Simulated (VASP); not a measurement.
Here is the system:

```yaml
crystal:
  lattice:
    - [4.69327, -8.12898, 0.00000]
    - [4.69327, 8.12898, 0.00000]
    - [0.00000, 0.00000, 10.01920]
  atoms:
    - { symbol: Al, position: [0.22293, 0.11118, 0.24960] }
    - { symbol: Al, position: [0.10968, 0.21980, 0.99747] }
    - { symbol: Al, position: [0.22339, 0.10988, 0.75252] }
    - { symbol: Al, position: [0.10920, 0.20921, 0.50722] }
    - { symbol: Al, position: [0.22393, 0.44545, 0.22757] }
    - { symbol: Al, position: [0.10980, 0.55693, 0.99749] }
    - { symbol: Al, position: [0.22000, 0.44351, 0.75225] }
    - { symbol: Al, position: [0.10938, 0.56704, 0.50717] }
    - { symbol: Al, position: [0.22303, 0.77879, 0.24961] }
    - { symbol: Al, position: [0.11064, 0.88885, 0.00102] }
    - { symbol: Al, position: [0.22340, 0.78060, 0.75249] }
    - { symbol: Al, position: [0.10876, 0.88786, 0.50165] }
    - { symbol: Al, position: [0.55623, 0.11159, 0.25027] }
    - { symbol: Al, position: [0.44446, 0.22120, 0.99970] }
    - { symbol: Al, position: [0.55638, 0.11163, 0.75045] }
    - { symbol: Al, position: [0.44538, 0.21813, 0.50089] }
    - { symbol: Al, position: [0.55936, 0.44131, 0.24538] }
    - { symbol: Al, position: [0.44757, 0.55723, 0.99704] }
    - { symbol: Al, position: [0.55584, 0.44378, 0.75153] }
    - { symbol: Al, position: [0.55931, 0.78503, 0.24551] }
    - { symbol: Al, position: [0.44456, 0.89015, 0.99968] }
    - { symbol: Al, position: [0.55577, 0.77876, 0.75146] }
    - { symbol: Al, position: [0.44535, 0.89423, 0.50096] }
    - { symbol: Al, position: [0.89008, 0.11239, 0.24981] }
    - { symbol: Al, position: [0.77722, 0.22206, 0.00081] }
    - { symbol: Al, position: [0.88586, 0.10955, 0.75178] }
    - { symbol: Al, position: [0.78059, 0.22377, 0.50084] }
    - { symbol: Al, position: [0.89019, 0.44461, 0.24978] }
    - { symbol: Al, position: [0.77893, 0.55626, 0.00011] }
    - { symbol: Al, position: [0.88596, 0.44330, 0.75178] }
    - { symbol: Al, position: [0.77951, 0.55562, 0.50047] }
    - { symbol: Al, position: [0.88949, 0.77822, 0.24998] }
    - { symbol: Al, position: [0.77886, 0.88948, 0.00010] }
    - { symbol: Al, position: [0.88828, 0.77758, 0.75056] }
    - { symbol: Al, position: [0.77943, 0.89072, 0.50053] }
    - { symbol: N, position: [0.22291, 0.10735, 0.44148] }
    - { symbol: N, position: [0.11089, 0.22118, 0.18948] }
    - { symbol: N, position: [0.22251, 0.11059, 0.94218] }
    - { symbol: N, position: [0.10957, 0.21960, 0.69646] }
    - { symbol: N, position: [0.11105, 0.55678, 0.18949] }
    - { symbol: N, position: [0.22208, 0.44454, 0.94560] }
    - { symbol: N, position: [0.10970, 0.55713, 0.69636] }
    - { symbol: N, position: [0.22302, 0.78269, 0.44145] }
    - { symbol: N, position: [0.11111, 0.88906, 0.19199] }
    - { symbol: N, position: [0.22256, 0.77900, 0.94219] }
    - { symbol: N, position: [0.11052, 0.88878, 0.69215] }
    - { symbol: N, position: [0.55918, 0.11305, 0.44157] }
    - { symbol: N, position: [0.44390, 0.22062, 0.19024] }
    - { symbol: N, position: [0.55595, 0.11141, 0.94105] }
    - { symbol: N, position: [0.44438, 0.22208, 0.69177] }
    - { symbol: N, position: [0.56151, 0.43590, 0.43626] }
    - { symbol: N, position: [0.45092, 0.55893, 0.19308] }
    - { symbol: N, position: [0.55659, 0.44393, 0.94259] }
    - { symbol: N, position: [0.44220, 0.55449, 0.69769] }
    - { symbol: N, position: [0.56143, 0.79241, 0.43637] }
    - { symbol: N, position: [0.44400, 0.89029, 0.19024] }
    - { symbol: N, position: [0.55656, 0.77947, 0.94249] }
    - { symbol: N, position: [0.44440, 0.88919, 0.69174] }
    - { symbol: N, position: [0.89405, 0.11493, 0.44170] }
    - { symbol: N, position: [0.77847, 0.22272, 0.19247] }
    - { symbol: N, position: [0.88780, 0.11082, 0.94181] }
    - { symbol: N, position: [0.77827, 0.22263, 0.69143] }
    - { symbol: N, position: [0.89421, 0.44604, 0.44163] }
    - { symbol: N, position: [0.78060, 0.55644, 0.19102] }
    - { symbol: N, position: [0.88791, 0.44391, 0.94178] }
    - { symbol: N, position: [0.77695, 0.55529, 0.69111] }
    - { symbol: N, position: [0.88760, 0.77727, 0.44180] }
    - { symbol: N, position: [0.78048, 0.89099, 0.19105] }
    - { symbol: N, position: [0.88880, 0.77782, 0.94140] }
    - { symbol: N, position: [0.77692, 0.88851, 0.69111] }
    - { symbol: Zr, position: [0.41606, 0.54143, 0.48256] }
```
Cell charge +1.

Method: HSE06 screened hybrid, VASP's PBE PAW potentials (set 64) (plane waves; VASP 6.6.1). Run with PREC = Normal, LREAL = Auto, ISYM = 0, NELECT = 291.0, EDIFF = 1E-5, 400 eV cut-off, 1×1×1 Γ-centred mesh, Gaussian smearing of 0.050 eV, potentials Al N Zr_sv. Starting moments (MAGMOM): 71*0.0423. The cell's moment is fixed (NUPDOWN = 3).

The cell is charged, with a uniform compensating background. The supercell is sampled at Γ alone, which is coarse: total energies, pressure and levels can be off, energies of defects by several tenths of an eV.

Question: Predict the cell moment, energy per atom (σ→0).

Answer: 
```yaml
cell_moment: 3.00 μB
energy per atom (σ→0): -8.774 eV/atom
```

Question: Give the moment on each site (PAW-sphere projection).

Answer: 
| site | moment (μB) |
|---|---|
| Al1 | 0.00 |
| Al2 | 0.00 |
| Al3 | 0.00 |
| Al4 | 0.08 |
| Al5 | 0.05 |
| Al6 | 0.00 |
| Al7 | 0.00 |
| Al8 | 0.08 |
| Al9 | 0.00 |
| Al10 | 0.00 |
| Al11 | 0.00 |
| Al12 | 0.01 |
| Al13 | 0.00 |
| Al14 | 0.00 |
| Al15 | 0.00 |
| Al16 | 0.00 |
| Al17 | 0.00 |
| Al18 | 0.00 |
| Al19 | 0.00 |
| Al20 | 0.00 |
| Al21 | 0.00 |
| Al22 | 0.00 |
| Al23 | 0.00 |
| Al24 | 0.00 |
| Al25 | 0.00 |
| Al26 | 0.00 |
| Al27 | 0.00 |
| Al28 | 0.00 |
| Al29 | 0.00 |
| Al30 | 0.00 |
| Al31 | 0.00 |
| Al32 | 0.00 |
| Al33 | 0.00 |
| Al34 | 0.00 |
| Al35 | 0.00 |
| N36 | 0.06 |
| N37 | 0.04 |
| N38 | 0.00 |
| N39 | 0.06 |
| N40 | 0.04 |
| N41 | 0.00 |
| N42 | 0.06 |
| N43 | 0.06 |
| N44 | 0.00 |
| N45 | 0.00 |
| N46 | 0.00 |
| N47 | 0.00 |
| N48 | 0.00 |
| N49 | 0.00 |
| N50 | 0.00 |
| N51 | 0.01 |
| N52 | 0.04 |
| N53 | 0.00 |
| N54 | 0.01 |
| N55 | 0.01 |
| N56 | 0.00 |
| N57 | 0.00 |
| N58 | 0.00 |
| N59 | 0.02 |
| N60 | 0.00 |
| N61 | 0.00 |
| N62 | 0.00 |
| N63 | 0.02 |
| N64 | 0.00 |
| N65 | 0.00 |
| N66 | 0.00 |
| N67 | 0.00 |
| N68 | 0.00 |
| N69 | 0.00 |
| N70 | 0.00 |
| Zr71 | 0.67 |

Only differences to runs with the same potentials and settings are physical.

The cell is a supercell with a defect, built from AlN (wurtzite): Zr_Al-vac_N, charge +1. The cell's shape comes from a PBE relaxation.
